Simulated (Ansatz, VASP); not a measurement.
## TaN in two plane-wave programs

Wanted: the spread between two codes on one cell, functional and k mesh. The cell is taken from a series of runs on this material, whose earlier steps may have relaxed, scaled, displaced or heated it; both programs get it as it stands.

Method: plane waves, with VASP 6.6.1 beside it; zone-centre phonons at PBEsol, in Ansatz 0.2.0.

**1. The starting structure**

It takes space group P-6m2 (No. 187, hexagonal). The conventional cell has a = 2.882 Å, b = 2.882 Å, c = 2.837 Å, α = 90.00°, β = 90.00°, γ = 120.00°. Nearest to N lie 6 Ta at 2.19 Å. Nearest to Ta lie 6 N at 2.19 Å. Farther neighbours and most contacts between anions are not listed.

**2. Ansatz: zone-centre phonons, PBEsol**

Ansatz runs on its PAW soft_1 files.

Second derivatives magnify differences that forces hide, and they need a tight electronic threshold.

input.yaml

```yaml
crystal:
  lattice:
    - [2.8817469788, 0.0, 0.0]
    - [-1.4408734894, 2.495666091, 0.0]
    - [0.0, 0.0, 2.8368597772]
  atoms:
    - { symbol: "N", position: [0.6666666667, 0.3333333333, 0.0] }
    - { symbol: Ta, position: [0.0, 0.0, 0.5] }
kpoints:
  mp_grid: { grid: [18, 18, 16] }
hamiltonian:
  xc: pbesol
  pseudopotentials: { kind: paw, azcp: { folder: soft_1 }, xc_functional: pbe }
scf:
  occupations: { method: methfessel_paxton, width: 0.2 }
output:
  eigenvalues: true
phonons:
  method: dfpt
```

Command:

```sh
$ ansatz run input.yaml --threads 4 --pin off --max-ram 10240MiB --backend cpu --events-out ev --progress --plain --runs-dir out
```

Numbers of over 12 decimals in the logs are rounded to 6 here.

What it wrote:

```text
zone centre: on kpoints.mp_grid the ground state, and the responses unless they are solved on pairs of k-points, stand on 819 of the mesh's 5184 k-points, reduced under 4 symmetry operations, with k and −k counted as one. Each operation leaves every solved displacement unchanged or reverses it
Engine: ansatz 0.2.0, x86_64-unknown-linux-gnu
Pseudopotentials: kind: paw
Pseudopotential: N, paw, valence charge 5, recommended cutoff 420 eV (normal), soft_1/N.paw.azcp
Pseudopotential: Ta, paw, valence charge 13, recommended cutoff 420 eV (normal), soft_1/Ta.paw.azcp
Functional definition: PBEsol
  exchange = pbesol_x
  correlation = pbesol_c
Crystal: 2 atoms, lattice volume = 20.402 Å³
Basis set: ecut = 420 eV, 405 PW (Γ), exchange–correlation on 40×40×40 points (8 copies of the dense FFT grid, shifted against one another)
Bands: 13, of which v1, the nominal top of the filled ones, is band 9 counted from 1 (8 counted from 0)
Symmetry: 12 space group operations
k-points: 819 of 5184 (irreducible under 4 space group operations, time reversal used)
Non-local potential: N, projectors of the file, l = 0: 2, l = 1: 2, l = 2: 1
Non-local potential: Ta, projectors of the file, l = 0: 3, l = 1: 2, l = 2: 2, l = 3: 1
PAW form: soft (Blöchl's): semilocal exchange-correlation on the pseudo side does not see the compensation charge
PAW frozen core: N, regenerated for the run's functional, and the local potential with it (the file was generated under x = pbe(κ = 0.804, μ = 0.219515), c = pbe(β = 0.066725))
PAW frozen core: Ta, regenerated for the run's functional, and the local potential with it (the file was generated under x = pbe(κ = 0.804, μ = 0.219515), c = pbe(β = 0.066725))
PAW one-centre angular grid: N, 110 points (default); XC on 64 Gauss nodes
PAW one-centre angular grid: Ta, 590 points (default); XC on 64 Gauss nodes
Initial density: superposition of atomic densities (chi_scale 0.1, normalization cell, long waves kept (reshape's long-wave potential 0.00 eV rms))
Initial wavefunctions: pseudopotential atomic-orbital guess
Functional: x = pbesol(κ = 0.804, μ = 0.123457), c = pbesol(β = 0.046)
SCF iter   1: F=—  HF=-10188.547622 eV  |F-HF|=—  |Δ(HF+E_count)|=         —  Δρ=5.06e-2  dr2=3.01e-1  ethr=3.10e-3  ⟨swp⟩=5.0  Hψ=52853  notcnv=0
preconditioner: auto → none  [metal: Δε(μ)=0.076 eV  Ē_g=11.680 eV  σ=0.200 eV  W_gap=0.31  n_scr=8 (ndim 8)  ℏωp=26.0 eV  f_vac=0.000  D(μ)=0.05/eV (n_scr^D=0)  sad-step TF]
SCF iter   2: F=—  HF=-10188.535383 eV  |F-HF|=—  |Δ(HF+E_count)|=   1.22e-2  S|Δr|=    0.00e0  Δρ=3.19e-2  dr2=1.29e-1  ethr=1.67e-3  ⟨swp⟩=1.0  Hψ=17199  notcnv=0
SCF iter   3: F=—  HF=-10188.518419 eV  |F-HF|=—  |Δ(HF+E_count)|=   1.70e-2  S|Δr|=    0.00e0  Δρ=1.63e-3  dr2=2.24e-4  ethr=7.18e-4  ⟨swp⟩=2.6  Hψ=14785  notcnv=0
SCF iter   4: F=—  HF=-10188.518592 eV  |F-HF|=—  |Δ(HF+E_count)|=   1.73e-4  S|Δr|=    0.00e0  Δρ=3.41e-4  dr2=2.18e-5  ethr=1.24e-6  ⟨swp⟩=2.7  Hψ=17926  notcnv=0
SCF iter   5: F=—  HF=-10188.518587 eV  |F-HF|=—  |Δ(HF+E_count)|=   5.08e-6  S|Δr|=    0.00e0  Δρ=3.50e-5  dr2=6.67e-8  ethr=1.21e-7  ⟨swp⟩=2.2  Hψ=14484  notcnv=0
SCF iter   6: F=—  HF=-10188.518588 eV  |F-HF|=—  |Δ(HF+E_count)|=   4.01e-7  S|Δr|=    0.00e0  Δρ=6.13e-6  dr2=3.03e-9  ethr=3.71e-10  ⟨swp⟩=2.4  Hψ=17609  notcnv=0
SCF iter   7: F=—  HF=-10188.518588 eV  |F-HF|=—  |Δ(HF+E_count)|=  3.44e-10  S|Δr|=    0.00e0  Δρ=8.84e-7  dr2=1.03e-10  ethr=1.68e-11  ⟨swp⟩=2.7  Hψ=17197  notcnv=0
SCF iter   8: F=-10188.518588 eV  HF=-10188.518588 eV  |F-HF|=5.46e-12  |Δ(HF+E_count)|=  3.46e-11  S|Δr|=    0.00e0  Δρ=7.77e-8  dr2=5.20e-13  ethr=1.00e-12  ⟨swp⟩=6.0  Hψ=46607  notcnv=0
SCF 1 converged in 8 iterations: F = -10188.518588 eV  dr2 = 5.20e-13
  greatest PAW one-centre occupation: 0.999 electrons in one spin orbital (limit 2), on the Ta atom at site 1 (counted from 0), in its partial waves of l = 0
DFPT response loops at Γ: preconditioner auto → Kerker (q_TF=auto, 2.672 Å⁻¹) (partly filled bands, converged f_vac=0.000); β = 1.00, the filter's whole step (`scf.mixing.beta` (0.50) is not read by the response loops under this deck's `scf.mixing.preconditioner`; to damp them name `kerker` or `kerker_dos`, under which they read `scf.mixing.beta`, and type it under 1.00, their step now; both keys bind the ground state too); Broyden in place of MSR1
SCF converged after 8 iterations
Stability not checked: this state was not tested for a lower state beside it, because cold or Methfessel-Paxton smearing, or corrected tetrahedra, fill the levels in a way that the test cannot read (fill_not_monotonic; see scf.lower_state_search)
Free energy (F): -10188.518588 eV
Harris-Foulkes:  -10188.518588 eV  (|F-HF|=5.46e-12)
Internal energy: -10188.519250 eV  (E = F + TS)
E sigma→0 (E₀):  -10188.518753 eV
Entropy (-TS):   0.000662 eV (0.331 meV/atom)
Fermi energy:    21.142399 eV
--- Per-component energies (eV) ---
  E_band       = -35.138905
  E_kinetic    = 527.358700
  E_local      = -553.323281  (includes V_loc(G=0)·N_el)
  E_nonlocal   = 26.680953
  E_hartree    = 200.822917
  E_xc         = -380.315930
  E_vxc        = -311.863254  (∫ρ·V_xc dr)
  E_paw        = -8304.960727  (= ΣΔE_a)
  E_vpaw       = -125.638775  (= ΣTr[D̂ρ^β])
  E_aug_tail   = 0.000903  (compensation charges beyond the density's cutoff)
  E_ewald      = -1705.024597
  E_core_change = 0.241812  (= ΣΔE_core)
  E_smearing   = 0.000662  (= −TS)
  E_closure    = 0.000000  (closes the sum)
  Σ components = -10188.518588   (vs F -10188.518588, Δ=0.00e0)
--- Band table (eV; the first three rows and the last of 819) ---
  k-point 0: bands = [... 5 lower, 16.4211, 16.4211, 16.7206, 18.2038, 23.8330, 25.0372, 25.0372, 25.5194]
  k-point 1: bands = [... 5 lower, 16.4283, 16.4553, 16.4553, 18.4505, 23.9707, 24.3889, 24.3889, 26.0125]
  k-point 2: bands = [... 5 lower, 15.7555, 16.5537, 16.5537, 19.0325, 23.5246, 23.5246, 24.3461, 26.4031]
  k-point 818: bands = [... 5 lower, 13.1995, 14.1307, 16.9766, 20.1623, 25.6940, 26.6118, 27.7639, 28.8400]
--- Phonons (Γ-DFPT): 4 representative perturbations + reference, on 819 of 5184 k-points (Σ response iterations 12) ---
  k mesh reduced under 4 symmetry operations, with k and −k counted as one. Each operation leaves every solved displacement unchanged or reverses it
  ASR residual: 4.354e-5 → 0.000e0 eV/Å²; symmetrization residual: 2.217e-6 eV/Å²
  ASR residual per site (eV/Å²): 4.35e-5 2.23e-5
  Γ frequencies (cm⁻¹): 0.00 0.00 0.00 569.50 569.50 605.33
  non-analytic LO–TO correction: not included (Born effective charges unavailable; polar crystals: no LO–TO splitting at Γ)
```

In the SCF lines HF is the Harris–Foulkes energy and dr2 the Hartree energy of the density residual, in eV; the loop may stop once dr2 is under the threshold and the program's other checks hold. Hψ counts applications of the Hamiltonian.

[end of part 1 of 2]

[Lines on the potential files, build, host, timing and source positions are cut from VASP's logs without a mark.]

[Logs are printed without paths, hosts, clocks, repeated set-up lines and the standing remarks that a program may print on its own settings, such as how far it seeks lower states.]

[Hosts, paths, dates, database ids (printed as entryN), source tags and the programs' standing remarks are cut or masked in the printed files.]
